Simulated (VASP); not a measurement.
An input for Ansatz (written as the equivalent of a VASP run, and not itself run):

Ansatz 0.2 input:
```yaml
crystal:
  lattice:
    - [0.0000000, 2.7613483, 2.7613483]
    - [2.7613483, 0.0000000, 2.7613483]
    - [2.7613483, 2.7613483, 0.0000000]
  atoms:
    - { symbol: Si, position: [0.0000000, 0.0000000, 0.0000000] }
    - { symbol: Si, position: [0.2500000, 0.2500000, 0.2500000] }
kpoints:
  mp_grid: { grid: [6, 6, 6] }
hamiltonian:
  xc: pbe0
  pseudopotentials: { kind: paw }
scf:
  occupations: { method: gaussian, width: 0.05 }
  max_iter: 60
output: { forces: true, stress: true, eigenvalues: true }
```

### Question
Write the VASP files for the same calculation (PBE0).

### Answer
This is not unique; one that fits is 
File POSCAR:
```
Si
1
    0.0000000000     2.7613483005     2.7613483005
    2.7613483005     0.0000000000     2.7613483005
    2.7613483005     2.7613483005     0.0000000000
Si
2
Direct
  0.0000000000   0.0000000000   0.0000000000
  0.2500000000   0.2500000000   0.2500000000
```

### INCAR
```
SYSTEM  =  Si
PREC  =  Accurate; ENCUT  =  520; LREAL  =  .FALSE.
LASPH  =  .TRUE.; ISYM  =  3
EDIFF  =  1E-6; NELM  =  60; ALGO  =  Normal
ISMEAR  =  0; SIGMA  =  0.05
GGA  =  PE; LHFCALC  =  .TRUE.; AEXX  =  0.25
HFRCUT  =  -1; PRECFOCK  =  Fast
ISIF  =  2
LWAVE  =  .FALSE.; LCHARG  =  .FALSE.
```

KPOINTS:
```
kpoints
0
gamma
  6 6 6
```

POTCAR, in this order: Si (PBE.64 set). Program: vasp_std. Read from the step before: WAVECAR.

What does not carry over: each code has its own PAW files, so the cut-off isn't converted (ENCUT is set for VASP's; basis.ecutwfc is left out, and Ansatz then takes the one that its files recommend); Ansatz stops its SCF on the density residual and VASP on the energy change (EDIFF).

The compound is Si in the diamond structure. This cell is one point of a volume scan, at 1.03 of the reference volume.
